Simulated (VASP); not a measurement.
OSZICAR of a VASP run on Sb (space group R-3m):

File OSZICAR:
```
       N       E                     dE             d eps       ncg     rms          rms(c)
DAV:   1     0.249766324335E+02    0.24977E+02   -0.27249E+03   342   0.560E+02
DAV:   2    -0.723179386869E+01   -0.32208E+02   -0.31740E+02   505   0.103E+02
DAV:   3    -0.830602033283E+01   -0.10742E+01   -0.10721E+01   404   0.227E+01
DAV:   4    -0.831358249558E+01   -0.75622E-02   -0.75613E-02   403   0.224E+00
DAV:   5    -0.831364733218E+01   -0.64837E-04   -0.64836E-04   381   0.198E-01    0.298E+00
DAV:   6    -0.831231049854E+01    0.13368E-02   -0.21940E-03   370   0.411E-01    0.180E+00
DAV:   7    -0.831147801102E+01    0.83249E-03   -0.59322E-03   346   0.648E-01    0.779E-02
DAV:   8    -0.831160378067E+01   -0.12577E-03   -0.17541E-04   396   0.103E-01    0.156E-02
DAV:   9    -0.831162327535E+01   -0.19495E-04   -0.22543E-05   365   0.365E-02    0.425E-03
DAV:  10    -0.831162455565E+01   -0.12803E-05   -0.17808E-06   349   0.948E-03    0.209E-03
DAV:  11    -0.831162503449E+01   -0.47884E-06   -0.50405E-08   174   0.174E-03
   1 F= -.83116250E+01 E0= -.82999867E+01  d E =-.232767E-01
```

### Question
Which electronic solver shows in the log?

### Answer
It is blocked Davidson (ALGO = Normal, or the opening steps of other solvers). The INCAR had ALGO = Normal.

### Question
Can the final energy be trusted as converged?

### Answer
The calculation finished and met its thresholds. It stopped with EDIFF = 1E-6, NELM = 100 (PBE GGA, plane waves, VASP's PBE PAW potentials (set 64)).

The structure comes from a computed database's Sb entry; how it stands against other phases isn't given here. The cell was not relaxed at this level. The run is one of a series of settings (KPOINTS 5×5×5 Γ-centred mesh against the base run), some of them coarse on purpose.
